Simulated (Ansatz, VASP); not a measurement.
**ZrB2 in two plane-wave programs**

Aim: how closely do two programs agree when they are given the same cell, functional and k mesh? The structure shown comes from an earlier Ansatz run, which isn't shown and may have moved the atoms alone.

Main program and level: Ansatz 0.2.0; plane waves, with VASP 6.6.1 beside it; elastic constants at PBEsol.

### Step 1. The structure

Symmetry: P6/mmm, No. 191, hexagonal system. Conventional cell: a = 3.155 Å, b = 3.155 Å, c = 3.507 Å, α = 90.00°, β = 90.00°, γ = 120.00°. Nearest to Zr lie 12 B at 2.53 Å. Nearest to B lie 3 B at 1.82 Å and 6 Zr at 2.53 Å. Farther neighbours are not listed.

Coordinates:

```cif
data_structure
_symmetry_space_group_name_H-M 'P6/mmm'
_symmetry_Int_Tables_number 191
_cell_length_a 3.1548
_cell_length_b 3.1548
_cell_length_c 3.5070
_cell_angle_alpha 90.000
_cell_angle_beta 90.000
_cell_angle_gamma 120.000
_cell_volume 30.23
loop_
_atom_site_label
_atom_site_type_symbol
_atom_site_symmetry_multiplicity
_atom_site_Wyckoff_symbol
_atom_site_fract_x
_atom_site_fract_y
_atom_site_fract_z
_atom_site_occupancy
Zr1 Zr 1 a 0.00000 0.00000 0.00000 1
B1 B 2 d 0.33333 0.66667 0.50000 1
```

### Step 2. Ansatz: elastic constants, PBEsol

Ansatz runs on its default PAW (the set named soft_2) files.

Elastic constants are differences of stresses under small strains, so they test the stress and the mesh.

input.yaml reads:

```yaml
crystal:
  lattice:
    - [3.1548456328, 0.0, 0.0]
    - [-1.5774228164, 2.7321764631, 0.0]
    - [0.0, 0.0, 3.5069717885]
  atoms:
    - { symbol: Zr, position: [0.0, 0.0, 0.0] }
    - { symbol: B, position: [0.3333333333, 0.6666666667, 0.5] }
    - { symbol: B, position: [0.6666666667, 0.3333333333, 0.5] }
kpoints:
  mp_grid: { grid: [15, 15, 12] }
hamiltonian:
  xc: pbesol
scf:
  occupations: { method: gaussian, width: 0.1 }
output:
  forces: true
  stress: true
  eigenvalues: true
elastic:
  mode: relaxed_ion
  stencil: two_point
```

Run with:

```bash
$ ansatz run input.yaml --threads 2 --pin off --max-ram 8192MiB --backend cpu --events-out ev --progress --plain --runs-dir out
```

Numbers of over 12 decimals in the logs are rounded to 6 here.

What it wrote:

```text
Engine: ansatz 0.2.0, x86_64-unknown-linux-gnu
Pseudopotentials: kind: paw
Pseudopotential: Zr, paw, valence charge 12, recommended cutoff 420 eV (normal), Zr.paw.azcp
Pseudopotential: B, paw, valence charge 3, recommended cutoff 420 eV (normal), B.paw.azcp
Functional definition: PBEsol
  exchange = pbesol_x
  correlation = pbesol_c
Crystal: 3 atoms, lattice volume = 30.229 Å³
Basis set: ecut = 420 eV, 563 PW (Γ), exchange–correlation on 48×48×48 points (8 copies of the dense FFT grid, shifted against one another)
Bands: 13, of which v1, the nominal top of the filled ones, is band 9 counted from 1 (8 counted from 0)
Symmetry: 24 space group operations
Space group: P6/mmm (ITA 191), of the structure as read, at distance tolerance 3.1e-5 Å
k-points: 189 of 2700
Non-local potential: Zr, projectors of the file, l = 0: 3, l = 1: 2, l = 2: 2, l = 3: 2
Non-local potential: B, projectors of the file, l = 0: 2, l = 1: 2, l = 2: 1
PAW form: soft (Blöchl's): semilocal exchange-correlation on the pseudo side does not see the compensation charge
PAW frozen core: Zr, regenerated for the run's functional, and the local potential with it (the file was generated under x = pbe(κ = 0.804, μ = 0.219515), c = pbe(β = 0.066725))
PAW frozen core: B, regenerated for the run's functional, and the local potential with it (the file was generated under x = pbe(κ = 0.804, μ = 0.219515), c = pbe(β = 0.066725))
PAW one-centre angular grid: Zr, 590 points (default); XC on 64 Gauss nodes
PAW one-centre angular grid: B, 110 points (default); XC on 64 Gauss nodes
Initial density: superposition of atomic densities (neutral atoms: chi_scale 0, normalization atom), corrected by the library's trained network
Initial wavefunctions: pseudopotential atomic-orbital guess
Functional: x = pbesol(κ = 0.804, μ = 0.123457), c = pbesol(β = 0.046)
SCF iter   1: F=—  HF=-4437.224783 eV  |F-HF|=—  |Δ(HF+E_count)|=         —  Δρ=4.95e-3  dr2=1.19e-2  ethr=1.77e-3  ⟨swp⟩=4.9  Hψ=11992  notcnv=0
preconditioner: auto → none  [metal: Δε(μ)=0.064 eV  Ē_g=8.924 eV  σ=0.100 eV  W_gap=0.34  n_scr=8 (ndim 8)  ℏωp=21.4 eV  f_vac=0.000  D(μ)=0.20/eV (n_scr^D=0)  sad-step TF]
SCF iter   2: F=—  HF=-4437.222966 eV  |F-HF|=—  |Δ(HF+E_count)|=   1.82e-3  Δρ=3.34e-3  dr2=6.26e-3  ethr=6.60e-5  ⟨swp⟩=1.0  Hψ=3969  notcnv=0
SCF iter   3: F=—  HF=-4437.221221 eV  |F-HF|=—  |Δ(HF+E_count)|=   1.75e-3  Δρ=8.28e-4  dr2=1.57e-4  ethr=3.48e-5  ⟨swp⟩=2.0  Hψ=3379  notcnv=0
SCF iter   4: F=—  HF=-4437.221167 eV  |F-HF|=—  |Δ(HF+E_count)|=   5.40e-5  Δρ=2.00e-4  dr2=4.65e-6  ethr=8.74e-7  ⟨swp⟩=2.4  Hψ=3978  notcnv=0
SCF iter   5: F=—  HF=-4437.221176 eV  |F-HF|=—  |Δ(HF+E_count)|=   9.41e-6  Δρ=3.95e-5  dr2=3.90e-7  ethr=2.58e-8  ⟨swp⟩=2.0  Hψ=4115  notcnv=0
SCF iter   6: F=—  HF=-4437.221176 eV  |F-HF|=—  |Δ(HF+E_count)|=   1.23e-7  Δρ=9.07e-6  dr2=1.61e-8  ethr=2.17e-9  ⟨swp⟩=2.1  Hψ=3908  notcnv=0
SCF iter   7: F=—  HF=-4437.221176 eV  |F-HF|=—  |Δ(HF+E_count)|=   6.37e-9  Δρ=5.85e-7  dr2=3.96e-11  ethr=8.93e-11  ⟨swp⟩=2.0  Hψ=4136  notcnv=0
SCF iter   8: F=—  HF=-4437.221176 eV  |F-HF|=—  |Δ(HF+E_count)|=  5.46e-12  Δρ=5.73e-8  dr2=2.82e-13  ethr=2.20e-13 (applied; sched 1.00e-12)  ⟨swp⟩=2.7  Hψ=4130  notcnv=0  defer=1
SCF iter   9: F=-4437.221176 eV  HF=-4437.221176 eV  |F-HF|=1.82e-12  |Δ(HF+E_count)|=  9.09e-13  Δρ=4.94e-9  dr2=1.81e-15  ethr=1.00e-12  ⟨swp⟩=4.0  Hψ=7819  notcnv=0
the search or the solves at the SCF's close seem to have found levels that the self-consistency loop had missed (the run counts 1). By its estimate they hold under 1e-12 electrons; where the run keeps them, the occupations were computed again with them
SCF 1 converged in 9 iterations: F = -4437.221176 eV  dr2 = 1.81e-15
  greatest PAW one-centre occupation: 0.996 electrons in one spin orbital (limit 2), on the Zr atom at site 0 (counted from 0), in its partial waves of l = 0
Crystal: 3 atoms, lattice volume = 30.168 Å³
Symmetry: 8 space group operations
k-points: 448 of 2700
Initial density: handed on by an earlier stage of this run
Initial wavefunctions: pseudopotential atomic-orbital guess (no wavefunctions were taken with the density)
iter 1 solved again at ethr=9.52e-6 eV; its pass at ethr=3.10e-3 eV (dr2=1.71e-3 eV) is discarded
[...]
preconditioner: auto → none  [metal: Δε(μ)=0.025 eV  Ē_g=16.980 eV  σ=0.100 eV  W_gap=0.14  n_scr=8 (ndim 8)  ℏωp=27.0 eV  f_vac=0.000  D(μ)=0.21/eV (n_scr^D=0)]
[...]
SCF 12 converged in 9 iterations: F = -4437.221076 eV  dr2 = 1.85e-17
[...]
SCF 13 converged in 7 iterations: F = -4437.221076 eV  dr2 = 1.12e-14
relax step   1: F+E_penalty+E_count = -4437.22107638 eV  Δ(F+E_penalty+E_count) = +0.000e0 eV  max|allowed force component| = 3.545e-5 eV/Å  Δτ_max = 0.0000 Å  (7 SCF iters, accepted)
[...]
SCF iter   4: F=—  HF=-4437.221076 eV  |F-HF|=—  |Δ(HF+E_count)|=  9.09e-13  Δρ=4.06e-8  dr2=1.42e-13  ethr=3.01e-15 (applied; sched 1.00e-12)  ⟨swp⟩=1.0  Hψ=9464  notcnv=0
iter 5 did not close the SCF: its close was put off for the readings that it lacked (scf_convergence_deferred on its scf_iter line)
SCF iter   5: F=-4437.221076 eV  HF=-4437.221076 eV  |F-HF|=9.09e-13  |Δ(HF+E_count)|=  9.09e-13  Δρ=8.70e-9  dr2=5.60e-15  ethr=7.91e-16 (applied; sched 1.00e-12)  ⟨swp⟩=1.4  Hψ=10794  notcnv=0
iter 6 did not close the SCF: its close was put off for the readings that it lacked (scf_convergence_deferred on its scf_iter line)
SCF iter   6: F=-4437.221076 eV  HF=-4437.221076 eV  |F-HF|=3.64e-12  |Δ(HF+E_count)|=  9.09e-13  Δρ=3.25e-9  dr2=9.47e-16  ethr=5.56e-16 (applied; sched 1.00e-12)  ⟨swp⟩=1.0  Hψ=9464  notcnv=0
iter 7 did not close the SCF: its close was put off for the readings that it lacked (scf_convergence_deferred on its scf_iter line)
SCF iter   7: F=-4437.221076 eV  HF=-4437.221076 eV  |F-HF|=1.82e-12  |Δ(HF+E_count)|=  9.09e-13  Δρ=1.49e-9  dr2=1.84e-16  ethr=5.56e-16 (applied; sched 1.00e-12)  ⟨swp⟩=1.0  Hψ=9464  notcnv=0
iter 8 did not close the SCF: its close was put off for the readings that it lacked (scf_convergence_deferred on its scf_iter line)
SCF iter   8: F=-4437.221076 eV  HF=-4437.221076 eV  |F-HF|=0.00e0  |Δ(HF+E_count)|=  9.09e-13  Δρ=9.51e-10  dr2=7.86e-17  ethr=5.56e-16 (applied; sched 1.00e-12)  ⟨swp⟩=1.0  Hψ=9464  notcnv=0
SCF iter   9: F=-4437.221076 eV  HF=-4437.221076 eV  |F-HF|=0.00e0  |Δ(HF+E_count)|=    0.00e0  Δρ=4.76e-10  dr2=1.90e-17  ethr=1.00e-12  ⟨swp⟩=1.0  Hψ=21845  notcnv=0
SCF 14 converged in 9 iterations: F = -4437.221076 eV  dr2 = 1.90e-17
SCF converged after 9 iterations
Free energy (F): -4437.221176 eV
Harris-Foulkes:  -4437.221176 eV  (|F-HF|=1.82e-12)
Internal energy: -4437.220105 eV  (E = F + TS)
E sigma→0 (E₀):  -4437.220641 eV
Entropy (-TS):   -0.001071 eV (-0.357 meV/atom)
Fermi energy:    15.959995 eV
--- Per-component energies (eV) ---
  E_band       = -21.080590
  E_kinetic    = 436.330573
  E_local      = -549.409935  (includes V_loc(G=0)·N_el)
  E_nonlocal   = 102.327778
  E_hartree    = 173.787801
  E_xc         = -227.981939
  E_vxc        = -271.260219  (∫ρ·V_xc dr)
  E_paw        = -3050.801516  (= ΣΔE_a)
  E_vpaw       = -86.644404  (= ΣTr[D̂ρ^β])
  E_aug_tail   = 0.000016  (compensation charges beyond the density's cutoff)
  E_ewald      = -1321.668025
  E_core_change = 0.195142  (= ΣΔE_core)
  E_smearing   = -0.001071  (= −TS)
  E_closure    = -0.000000  (closes the sum)
  Σ components = -4437.221176   (vs F -4437.221176, Δ=0.00e0)
--- Forces (eV/Å), atoms counted from 1 ---
  atom   1  Zr    -0.00000000     0.00000000     0.00000000
  atom   2  B     -0.00000000    -0.00000000    -0.00000000
  atom   3  B      0.00000000     0.00000000     0.00000000
  max |Σ_I F_I| component: 1.36e-31 eV/Å
--- Stress (GPa, compression-positive) ---
       -0.018772       0.000000      -0.000000
        0.000000      -0.018772      -0.000000
       -0.000000      -0.000000      -0.026558
  P = ⅓ Tr σ = -0.0214 GPa (-0.214 kbar)
--- Band table (eV; the first three rows and the last of 189) ---
  k-point 0: bands = [... 5 lower, 13.2979, 13.2979, 13.3201, 13.6814, 19.4371, 19.4371, 20.2726, 20.2726]
  k-point 1: bands = [... 5 lower, 12.5976, 13.3648, 13.3648, 14.3711, 18.8626, 18.8626, 20.0487, 20.0487]
  k-point 2: bands = [... 5 lower, 11.6873, 13.5633, 13.5633, 15.2074, 18.0001, 18.0001, 19.4579, 19.4579]
  k-point 188: bands = [... 5 lower, 7.1787, 11.0492, 13.2961, 13.2961, 20.1685, 22.1924, 22.1924, 22.7119]
--- Elastic constants: 3 strain directions × 2 members + reference (group order 24) ---
  dense FFT box of the reference and of every strained cell: 24×24×24
  strains applied: 11, 33, 23; error gains: componentwise 1.00 (the most a stress slope's error grows in a printed constant), spectral 1.41 (1 for all six strains in a standard setting)
  C = ∂σ_k/∂η_j (tension-positive GPa; Voigt order 11 22 33 23 13 12):
       588.545     54.988    128.369      0.000     -0.000     -0.000
        54.988    588.545    128.369      0.000      0.000     -0.000
       128.371    128.371    453.847     -0.000      0.000     -0.000
         0.000     -0.000      0.000    268.725      0.000      0.000
        -0.000      0.000     -0.000      0.000    268.725     -0.000
        -0.000      0.000      0.000     -0.000     -0.000    266.779
  reference stress σ⁰ (GPa):      0.019      0.019      0.027      0.000      0.000     -0.000
  C* (energy form; C + prestress term) asymmetry max|C*_kj − C*_jk| = 9.687e-3 GPa — a small one proves nothing (zero by symmetry where the batch's group is 432, −43m or m−3m); a large one is finite-difference/SCF noise where every solve meets its electron count
  moduli (Voigt/Reuss/Hill, GPa): K = 250.49/249.68/250.09   G = 248.79/241.08/244.94   E = 553.96   ν = 0.131
  mechanically stable: yes (min eigenvalue of sym C = 266.78 GPa)
  strain η (Voigt 11):  stress-route row diagonal C_11 = 588.55 GPa, energy-path curvature d²(F+E_count+ΔE)/dδ²/Ω₀ = 588.63 GPa
         δ    σ_11 (GPa)             F (eV)   n_scf  n_hpsi   n_pw
    -2.000e-3      -1.1654       -4437.2209614      10  107916    608   relax 3 steps, max|allowed force component| 6.32e-7 eV/Å
     2.000e-3       1.1887       -4437.2209569      10  108008    612   relax 2 steps, max|allowed force component| 1.72e-5 eV/Å
  strain η (Voigt 33):  stress-route row diagonal C_33 = 453.85 GPa, energy-path curvature d²(F+E_count+ΔE)/dδ²/Ω₀ = 453.82 GPa
         δ    σ_33 (GPa)             F (eV)   n_scf  n_hpsi   n_pw
    -2.000e-3      -0.8862       -4437.2210086       6   40507    603   relax 0 steps, max|allowed force component| 1.60e-16 eV/Å
     2.000e-3       0.9292       -4437.2209948       4   36398    612   relax 0 steps, max|allowed force component| 2.34e-16 eV/Å
  strain η (Voigt 23):  stress-route row diagonal C_44 = 268.72 GPa, energy-path curvature d²(F+E_count+ΔE)/dδ²/Ω₀ = 268.70 GPa
         δ    σ_23 (GPa)             F (eV)   n_scf  n_hpsi   n_pw
    -2.000e-3      -0.5374       -4437.2210764       9  168330    609   relax 1 steps, max|allowed force component| 3.54e-5 eV/Å
     2.000e-3       0.5374       -4437.2210764       9  167863    609   relax 1 steps, max|allowed force component| 3.54e-5 eV/Å
```

Reading the cycles: dr2 is the Hartree energy of the density residual (eV), the measure of convergence; HF is the Harris–Foulkes estimate of the energy, which meets the free energy F at convergence.

[end of part 1 of 2]

[Lines on the potential files, build, host, timing and source positions are cut from VASP's logs without a mark.]

[Logs are printed without paths, hosts, clocks, repeated set-up lines and the standing remarks that a program may print on its own settings, such as how far it seeks lower states.]

[Hosts, paths, dates, database ids (printed as entryN), source tags and the programs' standing remarks are cut or masked in the printed files.]
